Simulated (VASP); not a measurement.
An input for Ansatz (written as the equivalent of a VASP run, and not itself run):

Ansatz 0.2 input:
```yaml
crystal:
  lattice:
    - [2.8237231, 0.0000000, 0.0000000]
    - [0.0000000, 2.8237231, 0.0000000]
    - [0.0000000, 0.0000000, 3.8426916]
  atoms:
    - { symbol: Nb, position: [0.5000000, 0.5000000, 0.5000000] }
    - { symbol: Ir, position: [0.0000000, 0.0000000, 0.0000000] }
kpoints:
  mp_grid: { grid: [12, 12, 9] }
hamiltonian:
  xc: lda
  pseudopotentials: { kind: paw }
scf:
  occupations: { method: methfessel_paxton, width: 0.1 }
  max_iter: 100
relax:
  max_steps: 30
  f_tol: 0.001
output: { forces: true, stress: true, eigenvalues: true }
```

Task: Translate this input to VASP (INCAR, KPOINTS, POSCAR, choice of POTCAR).

Result: Several could match; the one computed here: 
**INCAR**
```
SYSTEM = NbIr
PREC = Accurate
ENCUT = 400
EDIFF = 1E-8
NELM = 100
ALGO = Normal
LREAL = .FALSE.
LASPH = .TRUE.
ISMEAR = 1
SIGMA = 0.1
LMAXMIX = 6
LWAVE = .FALSE.
LCHARG = .FALSE.
IBRION = 1
ISIF = 2
NSW = 30
EDIFFG = -0.001
```

KPOINTS:
```
K-points
0
Gamma
 12 12 9
0 0 0
```

POSCAR:
```
NbIr
1
    2.8237231455     0.0000000000     0.0000000000
    0.0000000000     2.8237231455     0.0000000000
   -0.0000000000     0.0000000000     3.8426916061
Nb Ir
1 1
Direct
  0.5000000000   0.5000000000   0.5000000000
  0.0000000000   0.0000000000   0.0000000000
```

POTCAR, in this order: Nb_sv Ir (LDA.64 set). Program: vasp_std.

The two are equivalent in intent, not identical: each code has its own PAW files, so the cut-off isn't converted (ENCUT is set for VASP's; basis.ecutwfc is left out, and Ansatz then takes the one that its files recommend); Ansatz stops its SCF on the density residual and VASP on the energy change (EDIFF); Ansatz's lda is the Perdew-Wang form, while the LDA potentials of VASP carry Perdew-Zunger's.

The structure comes from a computed database's NbIr entry (P4/mmm); how it stands against other phases isn't given here. It was relaxed first. The start is the result of an earlier pass.
